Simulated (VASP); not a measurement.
Input for VASP

KPOINTS:
```
Automatic mesh
0
Gamma
10 10 10
0 0 0
```

**INCAR**
```
SYSTEM = ZrC
PREC = Accurate
ENCUT = 520
EDIFF = 1E-6
NELM = 60
ALGO = Normal
LREAL = .FALSE.
LASPH = .TRUE.
ISMEAR = 1
SIGMA = 0.1
GGA = PE
LMAXMIX = 4
LWAVE = .FALSE.
LCHARG = .FALSE.
ISIF = 2
IMIX = 1
AMIX = 1.2
BMIX = 0.0001
```

POSCAR:
```
ZrC
1
    0.0000000000     2.3500000000     2.3500000000
    2.3500000000     0.0000000000     2.3500000000
    2.3500000000     2.3500000000     0.0000000000
Zr C
1 1
Direct
  0.0000000000   0.0000000000   0.0000000000
  0.5000000000   0.5000000000   0.5000000000
```

POTCAR, in this order: Zr_sv C (PBE.64 set). Program: vasp_std.

**Question.** Does this input run properly? What does VASP do?

**Answer.** There is a fault: simple mixing (IMIX = 1) with AMIX above 1 overshoots. VASP stops with an error: ERROR FEXCP: supplied Exchange-correletion table is too small, maximal index : 4946 ----> I REFUSE TO CONTINUE WITH THIS SICK JOB ... BYE!!! <----

File standard output:
```
 POSCAR found type information on POSCAR ZrC
 POSCAR found :  2 types and       2 ions
 Reading from existing POTCAR
 Reading from existing POTCAR
 LDA part: xc-table for (Slater+PW92), standard interpolation
 POSCAR, INCAR and KPOINTS ok, starting setup
 WAVECAR not read
 entering main loop
       N       E                     dE             d eps       ncg     rms          rms(c)
DAV:   1     0.109065201567E+03    0.10907E+03   -0.89323E+03  1128   0.133E+03
DAV:   2    -0.172061171635E+02   -0.12627E+03   -0.11962E+03  1304   0.337E+02
DAV:   3    -0.226783927647E+02   -0.54723E+01   -0.53925E+01  1600   0.631E+01
DAV:   4    -0.229247820433E+02   -0.24639E+00   -0.24628E+00  1464   0.123E+01
DAV:   5    -0.229301982493E+02   -0.54162E-02   -0.54158E-02  1616   0.167E+00    0.212E+01
DAV:   6    -0.521301632185E+02   -0.29200E+02   -0.21520E+02  1168   0.103E+02    0.331E+01
DAV:   7    -0.176426918118E+03   -0.12430E+03   -0.13940E+03  1796   0.256E+02    0.580E+01
DAV:   8    -0.486023722363E+03   -0.30960E+03   -0.53292E+03  1592   0.684E+02    0.408E+02
DAV:   9    -0.872475531384E+03   -0.38645E+03   -0.11146E+04  1972   0.665E+02    0.457E+02
DAV:  10    -0.139588871050E+04   -0.52341E+03   -0.19337E+04  2032   0.670E+02    0.110E+03
DAV:  11    -0.139617563702E+04   -0.28693E+00   -0.18214E+04  1576   0.122E+03    0.116E+03
DAV:  12    -0.139244062112E+04    0.37350E+01   -0.17662E+04  1984   0.503E+02    0.124E+03

 -----------------------------------------------------------------------------
|                                                                             |
|     EEEEEEE  RRRRRR   RRRRRR   OOOOOOO  RRRRRR      ###     ###     ###     |
|     E        R     R  R     R  O     O  R     R     ###     ###     ###     |
|     E        R     R  R     R  O     O  R     R     ###     ###     ###     |
|     EEEEE    RRRRRR   RRRRRR   O     O  RRRRRR       #       #       #      |
|     E        R   R    R   R    O     O  R   R                               |
|     E        R    R   R    R   O     O  R    R      ###     ###     ###     |
|     EEEEEEE  R     R  R     R  OOOOOOO  R     R     ###     ###     ###     |
|                                                                             |
|     ERROR FEXCP: supplied Exchange-correletion table                        |
|      is too small, maximal index : 4946                                     |
|                                                                             |
|       ---->  I REFUSE TO CONTINUE WITH THIS SICK JOB ... BYE!!! <----       |
|                                                                             |
 -----------------------------------------------------------------------------
```

To mend it, remove IMIX, remove AMIX, remove BMIX.

The mended run (PBE GGA, plane waves, VASP's PBE PAW potentials (set 64)) converges, and its OSZICAR ends with
```
   1 F= -.19458802E+02 E0= -.19458917E+02  d E =0.346387E-03
```

The compound is ZrC in the rock salt structure. The cell was not relaxed at this level.
